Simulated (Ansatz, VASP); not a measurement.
# TaN: VASP beside Ansatz, part 2 of 2

Aim: how closely do two programs agree when they are given the same cell, functional and k mesh? The cell is taken from a series of runs on this material, whose earlier steps may have relaxed, scaled, displaced or heated it; both programs get it as it stands.

VASP 6.6.1 and Ansatz 0.2.0.

So far: Starting point; VASP: zone-centre phonons, PBEsol.

**2. VASP: zone-centre phonons, PBEsol (continued)**

Level of this step: PBEsol; plane waves and PAW (N, Ta_pv) (VASP).

Numbers of over 12 decimals in the logs are rounded to 6 here.

From OUTCAR (step 2):

```text
ion  position               nearest neighbor table
   1  0.392  0.000  0.000-   6 2.06   4 2.18   4 2.18   5 2.18   5 2.18
   2  0.608  0.608  0.000-   6 2.06   4 2.18   4 2.18   5 2.18   5 2.18
   3  0.000  0.392  0.000-   6 2.06   5 2.18   5 2.18   4 2.18   4 2.18
   4  0.333  0.667  0.500-   1 2.18   1 2.18   3 2.18   3 2.18   2 2.18   2 2.18   5 3.03   5 3.03
                             5 3.03   6 3.37   6 3.37   6 3.37   6 3.37   6 3.37   6 3.37
   5  0.667  0.333  0.500-   3 2.18   3 2.18   1 2.18   1 2.18   2 2.18   2 2.18   4 3.03   4 3.03
                             4 3.03   6 3.37   6 3.37   6 3.37   6 3.37   6 3.37   6 3.37
   6  0.000  0.000  0.000-   1 2.06   2 2.06   3 2.06   4 3.37   5 3.37   4 3.37   5 3.37   5 3.37
                             5 3.37   4 3.37   4 3.37   5 3.37   5 3.37   4 3.37   4 3.37

  LATTYP: Found a hexagonal cell.
 ALAT       =     5.2501304732
 C/A-ratio  =     0.5579503514

 Subroutine GETGRP returns: Found 12 space group operations
 (whereof 12 operations were pure point group operations)

The static configuration has the point symmetry D_3h.

 Found     84 irreducible k-points:

   k-points           NKPTS =     84   k-points in BZ     NKDIM =     84   number of bands    NBANDS=     30

   dimension x,y,z NGX =    42 NGY =   42 NGZ =   24
   dimension x,y,z NGXF=    84 NGYF=   84 NGZF=   48

   ENCUT  =  600.0 eV  44.10 Ry    6.64 a.u.  10.49 10.49  5.85*2*pi/ulx,y,z

   NELECT =      48.0000    total number of electrons

 k-points in reciprocal lattice and weights: Automatic mesh
   0.00000000  0.00000000  0.00000000       0.001
   0.11111111 -0.00000000  0.00000000       0.006
   0.22222222  0.00000000  0.00000000       0.006
   0.33333333  0.00000000  0.00000000       0.006
   0.44444444  0.00000000  0.00000000       0.006
   0.11111111  0.11111111  0.00000000       0.006
   0.22222222  0.11111111  0.00000000       0.012
   0.33333333  0.11111111  0.00000000       0.012
   0.44444444  0.11111111  0.00000000       0.006
[...]
-----------------------------------------------------------------------------------
    total drift:                               -0.000000     -0.000000     -0.000000

 Eigenvectors and eigenvalues of the dynamical matrix
 ----------------------------------------------------

   1 f  =   19.714646 THz   123.870773 2PiTHz  657.609798 cm-1    81.533187 meV
             X         Y         Z           dx          dy          dz
      2.056552  0.000000  0.000000    -0.000000    0.577350    0.000000
      1.596789  2.765720  0.000000     0.500000   -0.288675   -0.000000
     -1.028276  1.781026  0.000000    -0.500000   -0.288675   -0.000000
     -0.000000  3.031164  1.464656     0.000000    0.000000   -0.000000
      2.625065  1.515582  1.464656    -0.000000    0.000000   -0.000000
      0.000000  0.000000  0.000000     0.000000    0.000000   -0.000000

   2 f  =   18.740793 THz   117.751876 2PiTHz  625.125570 cm-1    77.505658 meV
             X         Y         Z           dx          dy          dz
      2.056552  0.000000  0.000000    -0.000013    0.135326    0.000000
      1.596789  2.765720  0.000000    -0.400256   -0.557941    0.000000
     -1.028276  1.781026  0.000000     0.400252   -0.557927   -0.000000
     -0.000000  3.031164  1.464656     0.013545    0.043394   -0.000000
      2.625065  1.515582  1.464656    -0.013544    0.043394    0.000000
      0.000000  0.000000  0.000000     0.000003    0.185921   -0.000000

   3 f  =   18.740793 THz   117.751876 2PiTHz  625.125570 cm-1    77.505658 meV
             X         Y         Z           dx          dy          dz
      2.056552  0.000000  0.000000     0.789021    0.000002    0.000000
      1.596789  2.765720  0.000000     0.095754    0.400244   -0.000000
     -1.028276  1.781026  0.000000     0.095768   -0.400263    0.000000
     -0.000000  3.031164  1.464656    -0.043394    0.013545    0.000000
      2.625065  1.515582  1.464656    -0.043394   -0.013544   -0.000000
      0.000000  0.000000  0.000000    -0.185921    0.000003   -0.000000

   4 f  =   17.957721 THz   112.831688 2PiTHz  599.005093 cm-1    74.267133 meV
             X         Y         Z           dx          dy          dz
      2.056552  0.000000  0.000000     0.577350   -0.000000   -0.000000
      1.596789  2.765720  0.000000    -0.288675   -0.500000    0.000000
     -1.028276  1.781026  0.000000    -0.288675    0.500000   -0.000000
     -0.000000  3.031164  1.464656    -0.000000    0.000000    0.000000
      2.625065  1.515582  1.464656    -0.000000   -0.000000    0.000000
      0.000000  0.000000  0.000000    -0.000000   -0.000000   -0.000000

   5 f  =   16.762637 THz   105.322752 2PiTHz  559.141369 cm-1    69.324663 meV
             X         Y         Z           dx          dy          dz
      2.056552  0.000000  0.000000    -0.000002   -0.788075    0.000000
      1.596789  2.765720  0.000000     0.293161   -0.280283    0.000000
     -1.028276  1.781026  0.000000    -0.293181   -0.280293    0.000000
     -0.000000  3.031164  1.464656    -0.025269    0.142043   -0.000000
      2.625065  1.515582  1.464656     0.025274    0.142042   -0.000000
      0.000000  0.000000  0.000000     0.000002    0.091035   -0.000000

   6 f  =   16.762637 THz   105.322752 2PiTHz  559.141369 cm-1    69.324663 meV
             X         Y         Z           dx          dy          dz
      2.056552  0.000000  0.000000     0.111026   -0.000013    0.000000
      1.596789  2.765720  0.000000     0.618817   -0.293176    0.000000
     -1.028276  1.781026  0.000000     0.618808    0.293166   -0.000000
     -0.000000  3.031164  1.464656    -0.142043   -0.025269   -0.000000
      2.625065  1.515582  1.464656    -0.142042    0.025274    0.000000
      0.000000  0.000000  0.000000    -0.091035    0.000002   -0.000000

   7 f  =   16.641146 THz   104.559401 2PiTHz  555.088865 cm-1    68.822217 meV
             X         Y         Z           dx          dy          dz
      2.056552  0.000000  0.000000     0.000000   -0.000000   -0.554867
      1.596789  2.765720  0.000000     0.000000   -0.000000   -0.554867
     -1.028276  1.781026  0.000000    -0.000000   -0.000000   -0.554867
     -0.000000  3.031164  1.464656    -0.000000    0.000000    0.182812
      2.625065  1.515582  1.464656     0.000000    0.000000    0.182812
      0.000000  0.000000  0.000000     0.000000   -0.000000    0.097603

   8 f  =   16.211361 THz   101.858986 2PiTHz  540.752801 cm-1    67.044772 meV
             X         Y         Z           dx          dy          dz
      2.056552  0.000000  0.000000    -0.000000    0.000000   -0.783995
      1.596789  2.765720  0.000000    -0.000000    0.000000    0.589517
     -1.028276  1.781026  0.000000    -0.000000   -0.000000    0.194478
     -0.000000  3.031164  1.464656    -0.000000    0.000000    0.000000
      2.625065  1.515582  1.464656    -0.000000   -0.000000   -0.000000
      0.000000  0.000000  0.000000     0.000000    0.000000    0.000000

   9 f  =   16.211361 THz   101.858986 2PiTHz  540.752801 cm-1    67.044772 meV
             X         Y         Z           dx          dy          dz
      2.056552  0.000000  0.000000    -0.000000   -0.000000    0.228076
      1.596789  2.765720  0.000000    -0.000000    0.000000    0.564921
     -1.028276  1.781026  0.000000    -0.000000   -0.000000   -0.792998
     -0.000000  3.031164  1.464656     0.000000   -0.000000   -0.000000
      2.625065  1.515582  1.464656     0.000000   -0.000000   -0.000000
      0.000000  0.000000  0.000000    -0.000000    0.000000   -0.000000

  10 f  =    6.515414 THz    40.937552 2PiTHz  217.330809 cm-1    26.945574 meV
             X         Y         Z           dx          dy          dz
      2.056552  0.000000  0.000000    -0.006147   -0.000001   -0.000000
      1.596789  2.765720  0.000000    -0.017038    0.006288    0.000000
     -1.028276  1.781026  0.000000    -0.017038   -0.006288   -0.000000
     -0.000000  3.031164  1.464656     0.083944   -0.693055    0.000000
      2.625065  1.515582  1.464656     0.083895    0.693061    0.000000
      0.000000  0.000000  0.000000    -0.156715   -0.000006    0.000000

  11 f  =    6.515414 THz    40.937552 2PiTHz  217.330809 cm-1    26.945574 meV
             X         Y         Z           dx          dy          dz
      2.056552  0.000000  0.000000    -0.000000    0.020668    0.000000
      1.596789  2.765720  0.000000    -0.006289    0.009777    0.000000
     -1.028276  1.781026  0.000000     0.006287    0.009777   -0.000000
     -0.000000  3.031164  1.464656    -0.693055   -0.083944   -0.000000
      2.625065  1.515582  1.464656     0.693061   -0.083895    0.000000
      0.000000  0.000000  0.000000    -0.000006    0.156715    0.000000

  12 f  =    5.417664 THz    34.040184 2PiTHz  180.713806 cm-1    22.405646 meV
             X         Y         Z           dx          dy          dz
      2.056552  0.000000  0.000000     0.000007    0.054147   -0.000000
      1.596789  2.765720  0.000000    -0.061711   -0.052732    0.000000
     -1.028276  1.781026  0.000000     0.061708   -0.052742    0.000000
     -0.000000  3.031164  1.464656    -0.137323    0.401997   -0.000000
      2.625065  1.515582  1.464656     0.137259    0.402019   -0.000000
      0.000000  0.000000  0.000000     0.000064   -0.789285   -0.000000

  13 f  =    5.417664 THz    34.040184 2PiTHz  180.713806 cm-1    22.405646 meV
             X         Y         Z           dx          dy          dz
      2.056552  0.000000  0.000000     0.088365   -0.000004    0.000000
      1.596789  2.765720  0.000000    -0.018514    0.061714    0.000000
     -1.028276  1.781026  0.000000    -0.018524   -0.061705   -0.000000
     -0.000000  3.031164  1.464656    -0.401997   -0.137323   -0.000000
      2.625065  1.515582  1.464656    -0.402019    0.137259    0.000000
      0.000000  0.000000  0.000000     0.789285    0.000064   -0.000000
    [... 43 further lines ...]
      2.625065  1.515582  1.464656     0.000000    0.000000   -0.556259
      0.000000  0.000000  0.000000     0.000000    0.000000   -0.556123

 ELASTIC MODULI CONTR FROM IONIC RELAXATION (kBar)
 Direction    XX          YY          ZZ          XY          YZ          ZX
 --------------------------------------------------------------------------------
 XX        -383.7009     73.5489      8.3619      0.0000     -0.0000      0.0000
 YY          73.5489   -383.7009      8.3619     -0.0000      0.0000     -0.0000
 ZZ           8.3619      8.3619     -0.4509      0.0000     -0.0000     -0.0000
 XY          -0.0000     -0.0000     -0.0000   -228.6271     -0.0000     -0.0000
 YZ          -0.0000      0.0000     -0.0000     -0.0000    -17.3683      0.0000
 ZX           0.0000     -0.0000     -0.0000     -0.0000      0.0000    -12.5620
 --------------------------------------------------------------------------------
```

**3. Ansatz: zone-centre phonons, PBEsol**

Ansatz runs on its PAW soft_1 files.

The same cell, functional, mesh and smearing now go to Ansatz, which takes its cutoff from its data sets.

The input, input.yaml:

```yaml
crystal:
  lattice:
    - [5.2501304732, 0.0, 0.0]
    - [-2.6250652366, 4.546746363, 0.0]
    - [0.0, 0.0, 2.9293121426]
  atoms:
    - { symbol: "N", position: [0.3917144823, 0.0, 0.0] }
    - { symbol: "N", position: [0.6082855177, 0.6082855177, 0.0] }
    - { symbol: "N", position: [0.0, 0.3917144823, 0.0] }
    - { symbol: Ta, position: [0.3333333333, 0.6666666667, 0.5] }
    - { symbol: Ta, position: [0.6666666667, 0.3333333333, 0.5] }
    - { symbol: Ta, position: [0.0, 0.0, 0.0] }
kpoints:
  mp_grid: { grid: [9, 9, 12] }
hamiltonian:
  xc: pbesol
  pseudopotentials: { kind: paw, azcp: { folder: soft_1 }, xc_functional: pbe }
scf:
  occupations: { method: methfessel_paxton, width: 0.2 }
output:
  eigenvalues: true
phonons:
  method: dfpt
```

Run with:

```
$ ansatz run input.yaml --threads 8 --pin off --max-ram 16384MiB --backend cpu --events-out ev --progress --plain --runs-dir out
```

Output:

```text
zone centre: on kpoints.mp_grid the ground state, and the responses unless they are solved on pairs of k-points, stand on 287 of the mesh's 972 k-points, reduced under 2 symmetry operations, with k and −k counted as one. Each operation leaves every solved displacement unchanged or reverses it
Engine: ansatz 0.2.0, aarch64-unknown-linux-gnu
Pseudopotentials: kind: paw
Pseudopotential: N, paw, valence charge 5, recommended cutoff 420 eV (normal), soft_1/N.paw.azcp
Pseudopotential: Ta, paw, valence charge 13, recommended cutoff 420 eV (normal), soft_1/Ta.paw.azcp
Functional definition: PBEsol
  exchange = pbesol_x
  correlation = pbesol_c
Crystal: 6 atoms, lattice volume = 69.926 Å³
Basis set: ecut = 420 eV, 1347 PW (Γ), exchange–correlation on 72×72×40 points (8 copies of the dense FFT grid, shifted against one another)
Bands: 33, of which v1, the nominal top of the filled ones, is band 27 counted from 1 (26 counted from 0)
Symmetry: 12 space group operations
k-points: 287 of 972 (irreducible under 2 space group operations, time reversal used)
Non-local potential: N, projectors of the file, l = 0: 2, l = 1: 2, l = 2: 1
Non-local potential: Ta, projectors of the file, l = 0: 3, l = 1: 2, l = 2: 2, l = 3: 1
PAW form: soft (Blöchl's): semilocal exchange-correlation on the pseudo side does not see the compensation charge
PAW frozen core: N, regenerated for the run's functional, and the local potential with it (the file was generated under x = pbe(κ = 0.804, μ = 0.219515), c = pbe(β = 0.066725))
PAW frozen core: Ta, regenerated for the run's functional, and the local potential with it (the file was generated under x = pbe(κ = 0.804, μ = 0.219515), c = pbe(β = 0.066725))
PAW one-centre angular grid: N, 110 points (default); XC on 64 Gauss nodes
PAW one-centre angular grid: Ta, 590 points (default); XC on 64 Gauss nodes
Initial density: superposition of atomic densities (chi_scale 0.1, normalization cell, long waves kept (reshape's long-wave potential 0.01 eV rms))
Initial wavefunctions: pseudopotential atomic-orbital guess
Functional: x = pbesol(κ = 0.804, μ = 0.123457), c = pbesol(β = 0.046)
SCF iter   1: F=—  HF=-30566.290938 eV  |F-HF|=—  |Δ(HF+E_count)|=         —  Δρ=6.16e-2  dr2=3.48e0  ethr=3.10e-3  ⟨swp⟩=4.4  Hψ=36944  notcnv=0
preconditioner: auto → Kerker (q_TF=auto, 2.613 Å⁻¹)  [metal: Δε(μ)=0.122 eV  Ē_g=9.663 eV  σ=0.200 eV  W_gap=0.49  n_scr=26 (ndim 8)  ℏωp=24.3 eV  f_vac=0.000  D(μ)=0.21/eV (n_scr^D=0)]
SCF iter   2: F=—  HF=-30565.719104 eV  |F-HF|=—  |Δ(HF+E_count)|=   5.72e-1  S|Δr|=    0.00e0  Δρ=3.18e-2  dr2=5.26e-1  ethr=3.10e-3  ⟨swp⟩=2.0  Hψ=16595  notcnv=0  defer=278
SCF iter   3: F=—  HF=-30565.654497 eV  |F-HF|=—  |Δ(HF+E_count)|=   6.46e-2  S|Δr|=    0.00e0  Δρ=1.20e-2  dr2=6.82e-2  ethr=9.74e-4  ⟨swp⟩=1.5  Hψ=9438  notcnv=0  defer=278
SCF iter   4: F=—  HF=-30565.644832 eV  |F-HF|=—  |Δ(HF+E_count)|=   9.67e-3  S|Δr|=    0.00e0  Δρ=2.37e-3  dr2=4.51e-3  ethr=1.26e-4  ⟨swp⟩=2.4  Hψ=13203  notcnv=0  defer=266
SCF iter   5: F=—  HF=-30565.644195 eV  |F-HF|=—  |Δ(HF+E_count)|=   6.37e-4  S|Δr|=    0.00e0  Δρ=8.25e-4  dr2=4.93e-4  ethr=8.36e-6  ⟨swp⟩=1.9  Hψ=10128  notcnv=0  defer=266
SCF iter   6: F=—  HF=-30565.644085 eV  |F-HF|=—  |Δ(HF+E_count)|=   1.10e-4  S|Δr|=    0.00e0  Δρ=1.57e-4  dr2=2.05e-5  ethr=9.13e-7  ⟨swp⟩=2.4  Hψ=13300  notcnv=0  defer=266
SCF iter   7: F=—  HF=-30565.644081 eV  |F-HF|=—  |Δ(HF+E_count)|=   3.59e-6  S|Δr|=    0.00e0  Δρ=3.19e-5  dr2=7.31e-7  ethr=3.80e-8  ⟨swp⟩=2.0  Hψ=13500  notcnv=0  defer=266
SCF iter   8: F=—  HF=-30565.644085 eV  |F-HF|=—  |Δ(HF+E_count)|=   4.44e-6  S|Δr|=    0.00e0  Δρ=5.05e-6  dr2=1.76e-8  ethr=1.35e-9  ⟨swp⟩=2.0  Hψ=13762  notcnv=0  defer=263
SCF iter   9: F=—  HF=-30565.644085 eV  |F-HF|=—  |Δ(HF+E_count)|=   2.50e-9  S|Δr|=    0.00e0  Δρ=8.23e-7  dr2=4.97e-10  ethr=3.27e-11  ⟨swp⟩=2.1  Hψ=12835  notcnv=0  defer=263
SCF iter  10: F=-30565.644085 eV  HF=-30565.644085 eV  |F-HF|=0.00e0  |Δ(HF+E_count)|=  2.91e-11  S|Δr|=    0.00e0  Δρ=1.25e-7  dr2=8.86e-12  ethr=1.00e-12  ⟨swp⟩=9.3  Hψ=54600  notcnv=0
the search or the solves at the SCF's close seem to have found levels that the self-consistency loop had missed (the run counts 3). By its estimate they hold under 1e-12 electrons; where the run keeps them, the occupations were computed again with them
SCF 1 converged in 10 iterations: F = -30565.644085 eV  dr2 = 8.86e-12
  greatest PAW one-centre occupation: 0.999 electrons in one spin orbital (limit 2), on the Ta atom at site 4 (counted from 0), in its partial waves of l = 0
DFPT response loops at Γ: preconditioner auto → Kerker (q_TF=auto, 2.613 Å⁻¹) (partly filled bands, converged f_vac=0.000); β = 1.00, the filter's whole step (`scf.mixing.beta` (0.50) is not read by the response loops under this deck's `scf.mixing.preconditioner`; to damp them name `kerker` or `kerker_dos`, under which they read `scf.mixing.beta`, and type it under 1.00, their step now; both keys bind the ground state too); Broyden in place of MSR1
SCF converged after 10 iterations
Stability not checked: this state was not tested for a lower state beside it, because cold or Methfessel-Paxton smearing, or corrected tetrahedra, fill the levels in a way that the test cannot read (fill_not_monotonic; see scf.lower_state_search)
Free energy (F): -30565.644085 eV
Harris-Foulkes:  -30565.644085 eV  (|F-HF|=0.00e0)
Internal energy: -30565.647300 eV  (E = F + TS)
E sigma→0 (E₀):  -30565.644889 eV
Entropy (-TS):   0.003215 eV (0.536 meV/atom)
Fermi energy:    18.945182 eV
Step filling:    the computed levels leave a gap of 0.0987 eV = 0.5 smearing widths at the electron count; against every level under it full and every level over it empty, smearing changes F+E_penalty+E_count by +1.702 meV and its σ→0 estimate by +0.899 meV
--- Per-component energies (eV) ---
  E_band       = -259.671493
  E_kinetic    = 1561.199327
  E_local      = -2047.950157  (includes V_loc(G=0)·N_el)
  E_nonlocal   = 79.469661
  E_hartree    = 724.349688
  E_xc         = -1133.122630
  E_vxc        = -925.504793  (∫ρ·V_xc dr)
  E_paw        = -24913.527096  (= ΣΔE_a)
  E_vpaw       = -375.587708  (= ΣTr[D̂ρ^β])
  E_aug_tail   = 0.002771  (compensation charges beyond the density's cutoff)
  E_ewald      = -4836.794300
  E_core_change = 0.725435  (= ΣΔE_core)
  E_smearing   = 0.003215  (= −TS)
  E_closure    = -0.000000  (closes the sum)
  Σ components = -30565.644085   (vs F -30565.644085, Δ=0.00e0)
--- Band table (eV; the first three rows and the last of 287) ---
  k-point 0: bands = [... 23 lower, 14.7102, 15.6122, 16.9525, 17.9733, 17.9733, 19.4643, 19.4643, 20.5522, ... 2 higher]
  k-point 1: bands = [... 23 lower, 14.2877, 15.8723, 17.2973, 17.6603, 17.6603, 19.8516, 19.8516, 20.6647, ... 2 higher]
  k-point 2: bands = [... 23 lower, 13.7558, 16.6045, 17.2716, 17.2716, 18.0922, 20.2776, 20.2776, 20.7628, ... 2 higher]
  k-point 286: bands = [... 23 lower, 14.8956, 15.7923, 16.8228, 17.8940, 19.9512, 20.3705, 21.5494, 21.5839, ... 2 higher]
--- Phonons (Γ-DFPT): 7 representative perturbations + reference, on 287 of 972 k-points (Σ response iterations 22) ---
  k mesh reduced under 2 symmetry operations, with k and −k counted as one. Each operation leaves every solved displacement unchanged or reverses it
  ASR residual: 5.534e-5 → 0.000e0 eV/Å²; symmetrization residual: 6.187e-6 eV/Å²
  ASR residual per site (eV/Å²): 3.70e-5 3.12e-5 3.12e-5 5.53e-5 5.53e-5 3.01e-5
  Γ frequencies (cm⁻¹): 0.00 0.00 0.00 142.98 174.08 180.53 180.53 217.08 217.08 537.60 537.60 553.13 555.65 555.65 594.00 620.65 620.65 654.43
  non-analytic LO–TO correction: not included (Born effective charges unavailable; polar crystals: no LO–TO splitting at Γ)
```

**4. Comparison**

Known differences besides the potentials themselves: the data sets hold 54 valence electrons in Ansatz (on its PAW soft_1 files) and 48 in VASP; the cutoff is 420 eV in Ansatz and 600 eV in VASP; Ansatz makes its cores anew for this functional, VASP keeps those of its PBE data sets. Total energies have different zeros and are not compared.

Compared:

```csv
quantity,Ansatz,VASP,difference
optical mode 1 (cm⁻¹),143.0,142.8,+0.16 %
optical mode 2 (cm⁻¹),174.1,174.8,-0.43 %
optical mode 3 to 4 (cm⁻¹),180.5,180.7,-0.10 %
optical mode 5 to 6 (cm⁻¹),217.1,217.3,-0.12 %
optical mode 7 to 8 (cm⁻¹),537.6,540.8,-0.58 %
optical mode 9 (cm⁻¹),553.1,555.1,-0.35 %
optical mode 10 to 11 (cm⁻¹),555.6,559.1,-0.62 %
optical mode 12 (cm⁻¹),594.0,599.0,-0.84 %
optical mode 13 to 14 (cm⁻¹),620.6,625.1,-0.72 %
optical mode 15 (cm⁻¹),654.4,657.6,-0.48 %
```

Modes are paired by rising frequency, not by their patterns, so a pair may set unlike modes beside each other; they are those without the splitting of longitudinal modes.

**5. Results**

* r.m.s. difference of the optical zone-centre modes, each program's sorted by frequency (zone-centre phonons, PBEsol): 2.9 cm⁻¹
* difference in optical mode 12 (zone-centre phonons, PBEsol): -0.8 %

In words: The r.m.s. difference of the optical zone-centre modes, each program's sorted by frequency is 2.9 cm⁻¹ (zone-centre phonons, PBEsol). The data sets hold unlike numbers of valence electrons (54 in Ansatz and 48 in VASP), so part of the differences comes from the potentials. Among the rows given in per cent, the largest difference of the zone-centre phonons, PBEsol pair is in optical mode 12, -0.8 %. Such differences can come from data sets, numerical settings and the points named under the comparisons, not from the functional's error against experiment.

[Lines on the potential files, build, host, timing and source positions are cut from VASP's logs without a mark.]

[Logs are printed without paths, hosts, clocks, repeated set-up lines and the standing remarks that a program may print on its own settings, such as how far it seeks lower states.]

[Hosts, paths, dates, database ids (printed as entryN), source tags and the programs' standing remarks are cut or masked in the printed files.]
